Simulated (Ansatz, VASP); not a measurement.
# HfC: VASP beside Ansatz

Wanted: the spread between two codes on one cell, functional and k mesh. The cell is taken from a series of runs on this material, whose earlier steps may have relaxed, scaled, displaced or heated it; both programs get it as it stands.

Program: Ansatz 0.2.0. Level of theory: plane waves, with VASP 6.6.1 beside it; single point at PBEsol. Results are calculated unless marked as measured.

### Step 1. The starting structure

The structure is cubic, space group Fm-3m (No. 225). Conventional cell: a = 4.448 Å, b = 4.448 Å, c = 4.448 Å, α = 90.00°, β = 90.00°, γ = 90.00°. Nearest to C lie 6 Hf at 2.22 Å. Nearest to Hf lie 6 C at 2.22 Å. Farther neighbours are not listed.

Structure file:

```cif
data_structure
_symmetry_space_group_name_H-M 'P 1'
_symmetry_Int_Tables_number 1
_cell_length_a 3.1453
_cell_length_b 3.1453
_cell_length_c 3.1453
_cell_angle_alpha 60.000
_cell_angle_beta 60.000
_cell_angle_gamma 60.000
_cell_volume 22.00
loop_
_atom_site_label
_atom_site_type_symbol
_atom_site_fract_x
_atom_site_fract_y
_atom_site_fract_z
_atom_site_occupancy
C1 C 0.00000 0.00000 0.00000 1
Hf2 Hf 0.50000 0.50000 0.50000 1
```

### Step 2. VASP: single point, PBEsol, pair 1

A single point gives forces, pressure and levels at one fixed geometry, so differences don't come from the geometry; what else differs is listed under the comparison.

Lines of VASP's logs that name or quote its potential files are left out, and so is its time.

Input file INCAR:

```
SYSTEM = HfC
PREC = Accurate
ENCUT = 600
EDIFF = 1E-06
NELM = 120
ISMEAR = 1
SIGMA = 0.2
LREAL = .FALSE.
ALGO = Normal
GGA = PS
NBANDS = 13
LASPH = .TRUE.
LORBIT = 11
LWAVE = .FALSE.
LCHARG = .FALSE.
ISIF = 2
GGA_COMPAT = .FALSE.
```

Input file POSCAR:

```
HfC
1.0
    0.0000000000      2.2240821049      2.2240821049
    2.2240821049      0.0000000000      2.2240821049
    2.2240821049      2.2240821049      0.0000000000
C Hf
1 1
Direct
    0.0000000000      0.0000000000      0.0000000000
    0.5000000000      0.5000000000      0.5000000000
```

Input file KPOINTS:

```
Automatic mesh
0
Gamma
16 16 16
0 0 0
```

PAW data sets: C and Hf_pv (PBE family, release 64).

The run is started by

```console
mpirun -np 1 vasp_std
```

Numbers of over 12 decimals in the logs are rounded to 6 here.

What it wrote:

```text
[banner, memory and clock lines left out]
running    1 mpi-ranks, on    1 nodes
 distrk:  each k-point on    1 cores,    1 groups
 distr:  one band on    1 cores,    1 groups

 POSCAR found type information on POSCAR C Hf
 POSCAR found :  2 types and       2 ions
|                                                                             |
|               ----> ADVICE to this user running VASP <----                  |
|                                                                             |
|     You enforced a specific xc type in the INCAR file but a different       |
|     [... a line on the potential file left out ...]
|     I HOPE YOU KNOW WHAT YOU ARE DOING!                                     |
|                                                                             |

 LDA part: xc-table for (Slater+PW92), standard interpolation
 POSCAR, INCAR and KPOINTS ok, starting setup
 FFT: planning ... GRIDC
 FFT: planning ... GRID_SOFT
 FFT: planning ... GRID
 WAVECAR not read
 entering main loop
       N       E                     dE             d eps       ncg     rms          rms(c)
DAV:   1     0.256780757924E+02    0.25678E+02   -0.87084E+03  3786   0.121E+03
DAV:   2    -0.231597367902E+02   -0.48838E+02   -0.45902E+02  4731   0.228E+02
DAV:   3    -0.247586739867E+02   -0.15989E+01   -0.15900E+01  4731   0.294E+01
DAV:   4    -0.247657616073E+02   -0.70876E-02   -0.70853E-02  4211   0.233E+00
DAV:   5    -0.247658030235E+02   -0.41416E-04   -0.41415E-04  4784   0.161E-01    0.735E+01
DAV:   6    -0.220105062237E+02    0.27553E+01   -0.11136E+01  4285   0.186E+01    0.504E+01
DAV:   7    -0.219805545378E+02    0.29952E-01   -0.42045E-01  4480   0.494E+00    0.232E+01
DAV:   8    -0.219726971532E+02    0.78574E-02   -0.21118E-02  4580   0.122E+00    0.316E+00
DAV:   9    -0.219708632980E+02    0.18339E-02   -0.10077E-02  4515   0.541E-01    0.154E+00
DAV:  10    -0.219705858401E+02    0.27746E-03   -0.99696E-04  4443   0.241E-01    0.753E-02
DAV:  11    -0.219705852051E+02    0.63500E-06   -0.44828E-05  4520   0.641E-02    0.141E-02
DAV:  12    -0.219705846664E+02    0.53875E-06   -0.13253E-06  3214   0.105E-02
   1 F= -.21970585E+02 E0= -.21970415E+02  d E =-.508992E-03
```

From OUTCAR (step 2):

```text
ion  position               nearest neighbor table
   1  0.000  0.000  0.000-   2 2.22   2 2.22   2 2.22   2 2.22   2 2.22   2 2.22
   2  0.500  0.500  0.500-   1 2.22   1 2.22   1 2.22   1 2.22   1 2.22   1 2.22

  LATTYP: Found a face centered cubic cell.
 ALAT       =     4.4481642098

 Subroutine GETGRP returns: Found 48 space group operations
 (whereof 48 operations were pure point group operations)

The static configuration has the point symmetry O_h .

 Found    145 irreducible k-points:

   k-points           NKPTS =    145   k-points in BZ     NKDIM =    145   number of bands    NBANDS=     13

   dimension x,y,z NGX =    28 NGY =   28 NGZ =   28
   dimension x,y,z NGXF=    56 NGYF=   56 NGZF=   56

   ENCUT  =  600.0 eV  44.10 Ry    6.64 a.u.   6.28  6.28  6.28*2*pi/ulx,y,z

   NELECT =      14.0000    total number of electrons

 k-points in reciprocal lattice and weights: Automatic mesh
   0.00000000  0.00000000  0.00000000       0.000
   0.06250000  0.00000000  0.00000000       0.002
   0.12500000  0.00000000  0.00000000       0.002
   0.18750000  0.00000000  0.00000000       0.002
   0.25000000  0.00000000  0.00000000       0.002
   0.31250000  0.00000000  0.00000000       0.002
   0.37500000  0.00000000  0.00000000       0.002
   0.43750000  0.00000000  0.00000000       0.002
   0.50000000  0.00000000  0.00000000       0.001
[...]
-0.31250000  0.50000000  0.18750000       0.003
  -0.25000000  0.50000000  0.25000000       0.001

 average (electrostatic) potential at core
       1 -46.7162       2 -33.4662

 E-fermi :   6.8604

 k-point     1 :       0.0000    0.0000    0.0000
  band No.  band energies     occupation
      1     -21.9815      2.00000
      2     -21.9815      2.00000
      3     -21.9815      2.00000
      4      -6.0868      2.00000
      5       7.9749     -0.00000
      6       7.9749     -0.00000
      7       7.9749     -0.00000
      8       8.2290     -0.00000
      9       8.2290     -0.00000
    ...

 k-point     2 :       0.0625    0.0000    0.0000
  band No.  band energies     occupation
      1     -22.0289      2.00000
      2     -21.9856      2.00000
      3     -21.9856      2.00000
      4      -5.9628      2.00000
      5       7.0973     -0.07038
      6       7.3595     -0.00237
      7       7.3595     -0.00237
      8       8.5017     -0.00000
      9       8.5017     -0.00000
    ...

 k-point     3 :       0.1250    0.0000    0.0000
  band No.  band energies     occupation
    ...
      3     -21.9972      2.00000
      4      -5.6039      2.00000
      5       5.9572      2.00000
      6       6.4414      2.01161
      7       6.4414      2.01161
      8       8.8893     -0.00000
      9       8.8893     -0.00000
     10       9.3636     -0.00000
     11      12.4748      0.00000
     12      12.4748      0.00000
    ...

  Total        4.4586790      4.4586790      4.4586790      0.0000000      0.0000000     -0.0000000
  in kB      324.6641591    324.6641591    324.6641591      0.0000000      0.0000000     -0.0000000
  external PRESSURE =     324.6641591 kB  Pullay stress =       0.0000000 kB

  energy-cutoff  :      600.00
  volume of cell :       22.00
      direct lattice vectors                 reciprocal lattice vectors
     0.000000000  2.224082105  2.224082105    -0.224811844  0.224811844  0.224811844
     2.224082105  0.000000000  2.224082105     0.224811844 -0.224811844  0.224811844
     2.224082105  2.224082105  0.000000000     0.224811844  0.224811844 -0.224811844

 POSITION                                       TOTAL-FORCE (eV/Angst)
 -----------------------------------------------------------------------------------
      0.00000      0.00000      0.00000        -0.000000     -0.000000     -0.000000
      2.22408      2.22408      2.22408         0.000000      0.000000      0.000000
 -----------------------------------------------------------------------------------
    total drift:                                0.000000      0.000000      0.000000

  FREE ENERGIE OF THE ION-ELECTRON SYSTEM (eV)
  ---------------------------------------------------
  free  energy   TOTEN  =       -21.9705846664 eV

  energy  without entropy=      -21.9700756748  energy(sigma->0) =      -21.97041500

 total charge
# of ion       s       p       d       tot
------------------------------------------
    1        0.888   1.579   0.000   2.467
    2        0.352   6.799   1.933   9.083
--------------------------------------------------
tot          1.240   8.378   1.933  11.551

[... 3 further parts left out ...]
```

Harder data sets than Hf_pv exist (the GW ones), and pressures, volumes and forces can shift noticeably with them.

### Step 3. Ansatz: single point, PBEsol, pair 1

Ansatz runs on its PAW soft_1 files.

The same cell, functional, mesh and smearing now go to Ansatz, which takes its cutoff from its data sets.

Input file input.yaml:

```yaml
crystal:
  lattice:
    - [0.0, 2.2240821049, 2.2240821049]
    - [2.2240821049, 0.0, 2.2240821049]
    - [2.2240821049, 2.2240821049, 0.0]
  atoms:
    - { symbol: C, position: [0.0, 0.0, 0.0] }
    - { symbol: Hf, position: [0.5, 0.5, 0.5] }
kpoints:
  mp_grid: { grid: [16, 16, 16] }
hamiltonian:
  xc: pbesol
  pseudopotentials: { kind: paw, azcp: { folder: soft_1 }, xc_functional: pbe }
scf:
  occupations: { method: methfessel_paxton, width: 0.2 }
output:
  forces: true
  stress: true
  eigenvalues: true
```

The run is started by

```console
ansatz run input.yaml --threads 4 --pin off --max-ram 10240MiB --backend cpu --events-out ev --progress --plain --runs-dir out
```

What it wrote:

```text
Engine: ansatz 0.2.0, x86_64-unknown-linux-gnu
Pseudopotentials: kind: paw
Pseudopotential: C, paw, valence charge 4, recommended cutoff 420 eV (normal), soft_1/C.paw.azcp
Pseudopotential: Hf, paw, valence charge 26, recommended cutoff 420 eV (normal), soft_1/Hf.paw.azcp
Functional definition: PBEsol
  exchange = pbesol_x
  correlation = pbesol_c
Crystal: 2 atoms, lattice volume = 22.003 Å³
Basis set: ecut = 420 eV, 411 PW (Γ), exchange–correlation on 48×48×48 points (8 copies of the dense FFT grid, shifted against one another)
Bands: 19, of which v1, the nominal top of the filled ones, is band 15 counted from 1 (14 counted from 0)
Symmetry: 48 space group operations
Space group: Fm-3m (ITA 225), of the structure as read, at distance tolerance 2.8e-5 Å
k-points: 145 of 4096
Non-local potential: C, projectors of the file, l = 0: 2, l = 1: 2, l = 2: 1
Non-local potential: Hf, projectors of the file, l = 0: 3, l = 1: 2, l = 2: 2, l = 3: 3
PAW form: soft (Blöchl's): semilocal exchange-correlation on the pseudo side does not see the compensation charge
PAW frozen core: C, regenerated for the run's functional, and the local potential with it (the file was generated under x = pbe(κ = 0.804, μ = 0.219515), c = pbe(β = 0.066725))
PAW frozen core: Hf, regenerated for the run's functional, and the local potential with it (the file was generated under x = pbe(κ = 0.804, μ = 0.219515), c = pbe(β = 0.066725))
PAW one-centre angular grid: C, 110 points (default); XC on 64 Gauss nodes
PAW one-centre angular grid: Hf, 590 points (default); XC on 64 Gauss nodes
Initial density: superposition of atomic densities (chi_scale 0.1, normalization cell, long waves kept (reshape's long-wave potential 0.00 eV rms))
Initial wavefunctions: pseudopotential atomic-orbital guess
Functional: x = pbesol(κ = 0.804, μ = 0.123457), c = pbesol(β = 0.046)
SCF iter   1: F=—  HF=-15847.898458 eV  |F-HF|=—  |Δ(HF+E_count)|=         —  Δρ=9.72e-2  dr2=2.63e0  ethr=3.10e-3  ⟨swp⟩=4.9  Hψ=12204  notcnv=0
preconditioner: auto → Kerker (q_TF=auto, 2.873 Å⁻¹)  [metal: Δε(μ)=0.042 eV  Ē_g=17.906 eV  σ=0.200 eV  W_gap=0.17  n_scr=14 (ndim 8)  ℏωp=41.9 eV  f_vac=0.000  D(μ)=0.23/eV (n_scr^D=0)]
SCF iter   2: F=—  HF=-15847.329975 eV  |F-HF|=—  |Δ(HF+E_count)|=   5.68e-1  S|Δr|=    0.00e0  Δρ=3.67e-2  dr2=3.00e-1  ethr=3.10e-3  ⟨swp⟩=2.4  Hψ=5296  notcnv=0
SCF iter   3: F=—  HF=-15847.264081 eV  |F-HF|=—  |Δ(HF+E_count)|=   6.59e-2  S|Δr|=    0.00e0  Δρ=1.40e-2  dr2=2.48e-2  ethr=1.00e-3  ⟨swp⟩=2.0  Hψ=5419  notcnv=0
SCF iter   4: F=—  HF=-15847.257000 eV  |F-HF|=—  |Δ(HF+E_count)|=   7.08e-3  S|Δr|=    0.00e0  Δρ=8.60e-3  dr2=7.25e-3  ethr=8.25e-5  ⟨swp⟩=2.0  Hψ=4891  notcnv=0
SCF iter   5: F=—  HF=-15847.257489 eV  |F-HF|=—  |Δ(HF+E_count)|=   4.90e-4  S|Δr|=    0.00e0  Δρ=1.38e-3  dr2=2.42e-4  ethr=2.42e-5  ⟨swp⟩=2.1  Hψ=4649  notcnv=0
SCF iter   6: F=—  HF=-15847.257390 eV  |F-HF|=—  |Δ(HF+E_count)|=   9.99e-5  S|Δr|=    0.00e0  Δρ=2.72e-4  dr2=1.61e-5  ethr=8.07e-7  ⟨swp⟩=2.2  Hψ=4652  notcnv=0
SCF iter   7: F=—  HF=-15847.257385 eV  |F-HF|=—  |Δ(HF+E_count)|=   4.08e-6  S|Δr|=    0.00e0  Δρ=8.42e-5  dr2=1.25e-6  ethr=5.37e-8  ⟨swp⟩=2.1  Hψ=4967  notcnv=0
SCF iter   8: F=-15847.257386 eV  HF=-15847.257386 eV  |F-HF|=3.05e-9  |Δ(HF+E_count)|=   1.18e-7  S|Δr|=    0.00e0  Δρ=1.50e-5  dr2=3.32e-8  ethr=3.33e-10  ⟨swp⟩=4.6  Hψ=14793  notcnv=0
SCF 1 converged in 8 iterations: F = -15847.257386 eV  dr2 = 3.32e-8
  greatest PAW one-centre occupation: 0.998 electrons in one spin orbital (limit 2), on the Hf atom at site 1 (counted from 0), in its partial waves of l = 0
SCF converged after 8 iterations
Stability not checked: this state was not tested for a lower state beside it, because cold or Methfessel-Paxton smearing, or corrected tetrahedra, fill the levels in a way that the test cannot read (fill_not_monotonic; see scf.lower_state_search)
Free energy (F): -15847.257386 eV
Harris-Foulkes:  -15847.257386 eV  (|F-HF|=3.05e-9)
Internal energy: -15847.256925 eV  (E = F + TS)
E sigma→0 (E₀):  -15847.257270 eV
Entropy (-TS):   -0.000461 eV (-0.230 meV/atom)
Fermi energy:    21.298183 eV
--- Per-component energies (eV) ---
  E_band       = 156.362289
  E_kinetic    = 504.111672
  E_local      = -5857.815589  (includes V_loc(G=0)·N_el)
  E_nonlocal   = 92.320086
  E_hartree    = 2906.353777
  E_xc         = -315.463058
  E_vxc        = -317.943344  (∫ρ·V_xc dr)
  E_paw        = -7675.766604  (= ΣΔE_a)
  E_vpaw       = -77.013381  (= ΣTr[D̂ρ^β])
  E_aug_tail   = 0.000118  (compensation charges beyond the density's cutoff)
  E_ewald      = -5502.269483
  E_core_change = 1.272157  (= ΣΔE_core)
  E_smearing   = -0.000461  (= −TS)
  E_closure    = -0.000000  (closes the sum)
  Σ components = -15847.257386   (vs F -15847.257386, Δ=0.00e0)
--- Forces (eV/Å), atoms counted from 1 ---
  atom   1  C     -0.00000000     0.00000000     0.00000000
  atom   2  Hf     0.00000000    -0.00000000    -0.00000000
  max |Σ_I F_I| component: 1.24e-28 eV/Å
--- Stress (GPa, compression-positive) ---
       32.105706       0.000000       0.000000
       -0.000000      32.105706       0.000000
        0.000000       0.000000      32.105706
  P = ⅓ Tr σ = 32.1057 GPa (321.057 kbar)
--- Band table (eV; the first three rows and the last of 145) ---
  k-point 0: bands = [... 11 lower, 10.9063, 22.4688, 22.4688, 22.4688, 22.5863, 22.5863, 22.5863, 24.9940]
  k-point 1: bands = [... 11 lower, 10.9065, 21.5363, 21.8147, 21.8147, 22.8784, 22.8784, 23.2772, 25.5920]
  k-point 2: bands = [... 11 lower, 10.9068, 20.4013, 20.8838, 20.8838, 23.2590, 23.2590, 23.7868, 26.8406]
  k-point 144: bands = [... 11 lower, 11.5271, 17.9532, 18.4532, 18.4532, 25.3165, 25.3165, 29.0656, 29.5885]
```

The run ends at a pressure of 32.11 GPa.

### Step 4. Comparison

Known differences besides the potentials themselves: the data sets hold 30 valence electrons in Ansatz (on its PAW soft_1 files) and 14 in VASP; the cutoff is 420 eV in Ansatz and 600 eV in VASP; Ansatz makes its cores anew for this functional, VASP keeps those of its PBE data sets. Total energies have different zeros and are not compared.

The two programs side by side:

| quantity | Ansatz | VASP | difference |
| --- | --- | --- | --- |
| pressure (GPa) | 32.11 | 32.47 | -0.36 |

### Step 5. VASP: single point, PBEsol, pair 2

A single point gives forces, pressure and levels at one fixed geometry, so differences don't come from the geometry; what else differs is listed under the comparison. The cell compared in this pair holds 22.98 Å³, against 22.00 Å³ for the pair before.

INCAR is that of step 2.

Input file POSCAR:

```
HfC
1.0
    0.0000000000      2.2565550376      2.2565550376
    2.2565550376      0.0000000000      2.2565550376
    2.2565550376      2.2565550376      0.0000000000
C Hf
1 1
Direct
    0.0000000000      0.0000000000      0.0000000000
    0.5000000000      0.5000000000      0.5000000000
```

KPOINTS is that of step 2.

The run is started by

```console
mpirun -np 1 vasp_std
```

What it wrote:

```text
[banner, memory and clock lines left out]
running    1 mpi-ranks, on    1 nodes
[...]
[... a notice as in an earlier step ...]

 LDA part: xc-table for (Slater+PW92), standard interpolation
 POSCAR, INCAR and KPOINTS ok, starting setup
[...]
entering main loop
       N       E                     dE             d eps       ncg     rms          rms(c)
DAV:   1     0.249058026386E+02    0.24906E+02   -0.86004E+03  3770   0.120E+03
DAV:   2    -0.232239497219E+02   -0.48130E+02   -0.45127E+02  4769   0.222E+02
DAV:   3    -0.249396509326E+02   -0.17157E+01   -0.17060E+01  4718   0.296E+01
DAV:   4    -0.249485120080E+02   -0.88611E-02   -0.88480E-02  4193   0.251E+00
[...]
DAV:  10    -0.221217820347E+02    0.33336E-03   -0.12730E-03  4517   0.269E-01    0.860E-02
DAV:  11    -0.221217800069E+02    0.20278E-05   -0.58399E-05  4425   0.725E-02    0.141E-02
DAV:  12    -0.221217794551E+02    0.55181E-06   -0.20993E-06  4141   0.124E-02
   1 F= -.22121779E+02 E0= -.22121511E+02  d E =-.804262E-03
```

OUTCAR, selected parts (step 5):

```text
  Total        2.4795307      2.4795307      2.4795307      0.0000000      0.0000000      0.0000000
  in kB      172.8670738    172.8670738    172.8670738      0.0000000      0.0000000      0.0000000
  external PRESSURE =     172.8670738 kB  Pullay stress =       0.0000000 kB

 POSITION                                       TOTAL-FORCE (eV/Angst)
 -----------------------------------------------------------------------------------
      0.00000      0.00000      0.00000        -0.000000     -0.000000     -0.000000
      2.25656      2.25656      2.25656         0.000000      0.000000      0.000000
 -----------------------------------------------------------------------------------
    total drift:                                0.000000      0.000000      0.000000

  FREE ENERGIE OF THE ION-ELECTRON SYSTEM (eV)
  ---------------------------------------------------
  free  energy   TOTEN  =       -22.1217794551 eV

  energy  without entropy=      -22.1209751932  energy(sigma->0) =      -22.12151137

[... 1 part as in an earlier step ...]

[... 2 further parts left out ...]
[key lines of the parts left out:]
E-fermi :   6.4936
```

The run ends at a pressure of 17.29 GPa.

### Step 6. Ansatz: single point, PBEsol, pair 2

The same cell, functional, mesh and smearing now go to Ansatz, which takes its cutoff from its data sets.

The cell is taken from a series of runs on this material, whose earlier steps may have relaxed, scaled, displaced or heated it; both programs get it as it stands.

input.yaml, the sections that differ from step 3:

```yaml
crystal:
  lattice:
    - [0.0, 2.2565550376, 2.2565550376]
    - [2.2565550376, 0.0, 2.2565550376]
    - [2.2565550376, 2.2565550376, 0.0]
  atoms:
    - { symbol: C, position: [0.0, 0.0, 0.0] }
    - { symbol: Hf, position: [0.5, 0.5, 0.5] }
# kpoints, hamiltonian, scf, output: as in step 3
```

The run is started by

```console
ansatz run input.yaml --threads 4 --pin off --max-ram 10240MiB --backend cpu --events-out ev --progress --plain --runs-dir out
```

What it wrote:

```text
[...]
Crystal: 2 atoms, lattice volume = 22.981 Å³
Basis set: ecut = 420 eV, 459 PW (Γ), exchange–correlation on 48×48×48 points (8 copies of the dense FFT grid, shifted against one another)
Bands: 19, of which v1, the nominal top of the filled ones, is band 15 counted from 1 (14 counted from 0)
Symmetry: 48 space group operations
[...]
k-points: 145 of 4096
[...]
--- Band table (eV; the first three rows and the last of 145) ---
  k-point 0: bands = [... 11 lower, 9.7512, 21.4577, 21.4577, 21.4577, 21.6264, 21.6264, 21.6264, 23.9015]
  k-point 1: bands = [... 11 lower, 9.7513, 20.5751, 20.8429, 20.8429, 21.8989, 21.8989, 22.2669, 24.4689]
  k-point 2: bands = [... 11 lower, 9.7516, 19.4632, 19.9510, 19.9510, 22.2647, 22.2647, 22.7491, 25.6583]
  k-point 144: bands = [... 11 lower, 10.5911, 17.0954, 17.5025, 17.5025, 24.2168, 24.2168, 27.7310, 28.1748]
[key lines of the parts left out:]
SCF converged after 8 iterations
Free energy (F): -15847.406680 eV
Fermi energy:    20.313973 eV
P = ⅓ Tr σ = 17.3157 GPa (173.157 kbar)
```

The run ends at a pressure of 17.32 GPa.

(Continued in part 2 of 2.)

[Lines on the potential files, build, host, timing and source positions are cut from VASP's logs without a mark.]

[Logs are printed without paths, hosts, clocks, repeated set-up lines and the standing remarks that a program may print on its own settings, such as how far it seeks lower states.]

[Hosts, paths, dates, database ids (printed as entryN), source tags and the programs' standing remarks are cut or masked in the printed files.]
